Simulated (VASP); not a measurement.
OSZICAR of a VASP run on SbSi62:

File OSZICAR:
```
       N       E                     dE             d eps       ncg     rms          rms(c)
DAV:   1    -0.331089754697E+03   -0.33109E+03   -0.14869E-06   512   0.264E-03    0.961E-04
RMM:   2    -0.331089754667E+03    0.30039E-07   -0.32938E-07   365   0.126E-03    0.478E-04
RMM:   3    -0.331089754647E+03    0.19201E-07   -0.75470E-08   189   0.632E-04    0.215E-04
RMM:   4    -0.331089754648E+03   -0.56752E-09   -0.25455E-08   104   0.530E-04
   1 F= -.33108975E+03 E0= -.33108973E+03  d E =-.513201E-04  mag=     3.0000
```

Which electronic solver shows in the log?

It is blocked Davidson (ALGO = Normal, or the opening steps of other solvers) and then RMM-DIIS (ALGO = Fast or VeryFast). The INCAR had ALGO = Fast.

How was spin treated?

Collinear spin (ISPIN = 2): the summary line carries one mag value, 3.00 μB in the cell.

Can the final energy be trusted as converged?

The calculation finished and met its thresholds. It stopped with EDIFF = 1E-6, NELM = 100 (PBE GGA, plane waves, VASP's PBE PAW potentials (set 64)).  The supercell is sampled at Γ alone, which is coarse: total energies, pressure and levels can be off, energies of defects by several tenths of an eV.

The cell is a supercell with a defect, built from Si (diamond): Sb_Si-vac_Si. The total moment is imposed (NUPDOWN), so this need not be the lowest spin state.
